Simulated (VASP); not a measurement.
Data:

```
C
1.0
    1.22453    -2.11891     0.00000
    1.22453     2.11891     0.00000
    0.00000     0.00000     6.60913
C
4
Direct
  0.58329   0.41671   0.75478
  0.41671   0.58329   0.24522
  0.91671   0.08329   0.75478
  0.08329   0.91671   0.24522
```

Calculation: LDA (Ceperley-Alder, Perdew-Zunger), VASP's LDA PAW potentials (set 64) (plane waves; VASP 6.6.1). Settings: 520 eV cut-off, 12×12×4 Γ-centred mesh, tetrahedra with Blöchl corrections, potentials C.

Q: Predict the energy per atom (σ→0).

A: 
```json
{
 "energy per atom (σ→0)": "-10.109 eV/atom"
}
```

Total energies compare only between runs with the same potentials, cut-off and functional.

The structure comes from a computed database's C entry (Cmme); how it stands against other phases isn't given here. It was relaxed first, which changed the volume by -6 %.
